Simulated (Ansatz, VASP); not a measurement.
This is a calculation of BiTe for VASP 6.6.1. 

The input INCAR:

```
SYSTEM = BiTe
PREC = Accurate ; ENCUT = 600
EDIFF = 1E-6 ; ISMEAR = -1
SIGMA = 0.05 ; LREAL = .FALSE.
LASPH = .TRUE. ; NELM = 80
ALGO = Normal ; ISIF = 3
LWAVE = .FALSE. ; LCHARG = .FALSE.
GGA = PE ; IBRION = 2
NSW = 40 ; EDIFFG = -0.005
```

Contents of KPOINTS:

```
regular mesh
0
G
  5 5 5
  0 0 0
```

POSCAR

```
BiTe
1.0
    0.0000000000      3.2350000000      3.2350000000
    3.2350000000      0.0000000000      3.2350000000
    3.2350000000      3.2350000000      0.0000000000
Bi Te
1 1
Direct
    0.0000000000      0.0000000000      0.0000000000
    0.5000000000      0.5000000000      0.5000000000
```

Potentials or basis: VASP PAW PBE potentials, release 64 (Bi_d, Te).

Command:

```sh
$ cat potpaw_PBE.64/Bi_d/POTCAR potpaw_PBE.64/Te/POTCAR > POTCAR
$ mpirun -np 1 vasp_std > vasp.out
```

Task: Set up the same calculation for Ansatz 0.2.0. Potentials or basis there: Ansatz PAW, cutoff 420 eV.

Result: As run (cutoffs and basis follow the program's own potentials, and thresholds, step limits or extra output files can differ):

input.yaml

```yaml
crystal:
  lattice:
    - [0.0, 3.235, 3.235]
    - [3.235, 0.0, 3.235]
    - [3.235, 3.235, 0.0]
  atoms:
    - { symbol: Bi, position: [0.0, 0.0, 0.0] }
    - { symbol: Te, position: [0.5, 0.5, 0.5] }
hamiltonian:
  xc: pbe
  pseudopotentials: { kind: paw }
kpoints:
  mp_grid: { grid: [5, 5, 5] }
scf:
  occupations: { method: fermi_dirac, width: 0.05 }
output:
  forces: true
  stress: true
  eigenvalues: true
relax:
  f_tol: 0.01
  max_steps: 40
  cell: { stress_tol: 0.05 }
```

Potentials or basis: Ansatz PAW.

The run is started by

```sh
$ ansatz run input.yaml --threads 2 --pin off --max-ram 5632MiB --backend cpu --events-out ev --progress --plain --runs-dir out
```

Both were run:

|  | VASP | Ansatz |
| --- | --- | --- |
| Relaxed volume | 34.29 Å³/atom | 34.32 Å³/atom |
| Relaxed cell | a = 4.595 Å, b = 4.595 Å, c = 4.595 Å, α = 60.00°, β = 60.00°, γ = 60.00° | a = 4.596 Å, b = 4.596 Å, c = 4.596 Å, α = 60.00°, β = 60.00°, γ = 60.00° |
| Space group after relaxing | Fm-3m (No. 225) | Fm-3m (No. 225) |
| Pressure after relaxing | 0.0 GPa | 0.0 GPa |

Ansatz's pressure holds a Pulay term of +0.03 GPa for its cutoff of 420 eV, which the other run lacks.

The potentials hold 21 and 31 valence electrons a cell.

Where Ansatz's input types no cutoff or centring, it takes its own default and a Γ-centred mesh.

Pressure is positive in compression.
